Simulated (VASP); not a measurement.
An input for Quantum ESPRESSO's pw.x (written as the equivalent of a VASP run, and not itself run):

```
&CONTROL
  calculation = 'scf'
  pseudo_dir = './pseudo'
  outdir = './out'
  tprnfor = .true.
  tstress = .true.
/
&SYSTEM
  ibrav = 0
  nat = 2
  ntyp = 1
  ecutwfc = 82
  occupations = 'smearing'
  smearing = 'gaussian'
  degauss = 0.000735
  input_dft = 'pbe'
/
&ELECTRONS
  conv_thr = 7.3e-08
  electron_maxstep = 100
/
ATOMIC_SPECIES
  C 12.011 C.upf
CELL_PARAMETERS angstrom
     0.0000000    1.7942620    1.7942620
     1.7942620    0.0000000    1.7942620
     1.7942620    1.7942620    0.0000000
ATOMIC_POSITIONS crystal
  C    0.5000000  0.5000000  0.5000000
  C    0.7500000  0.7500000  0.7500000
K_POINTS automatic
  13 13 13 0 0 0
```

### Question
Translate this input to VASP (INCAR, KPOINTS, POSCAR, choice of POTCAR).

### Answer
One answer among several that fit: 
File KPOINTS:
```
Automatic mesh
0
Gamma
13 13 13
0 0 0
```

**INCAR**
```
! general
SYSTEM=C
PREC  =Accurate
ENCUT =400
LREAL =.FALSE.   ! projection in real space or not
LASPH =.TRUE.   ! aspherical one-centre terms

! electronic loop
EDIFF =1E-6
NELM  =100
ALGO  =Normal   ! blocked Davidson

! smearing
ISMEAR=0
SIGMA =0.01

! functional
GGA   =PE

! ions
ISIF  =2   ! forces and stress, cell fixed

! output
LWAVE =.FALSE.
LCHARG=.FALSE.
```

**POSCAR**
```
C
3.5885240
  0.0000000000   0.5000000000   0.5000000000
  0.5000000000   0.0000000000   0.5000000000
  0.5000000000   0.5000000000   0.0000000000
C
2
direct
  0.5000000000   0.5000000000   0.5000000000
  0.7500000000   0.7500000000   0.7500000000
```

POTCAR, in this order: C (PBE.64 set). Program: vasp_std.

The two are equivalent in intent, not identical: the potentials are each code's own (VASP's PAW set, PseudoDojo norm-conserving files in pw.x), so ENCUT and ecutwfc are chosen apart and not converted; conv_thr bounds pw.x's estimated SCF error, while EDIFF bounds the energy change between steps.

The structure comes from a computed database's C entry; how it stands against other phases isn't given here. The cell was not relaxed at this level.
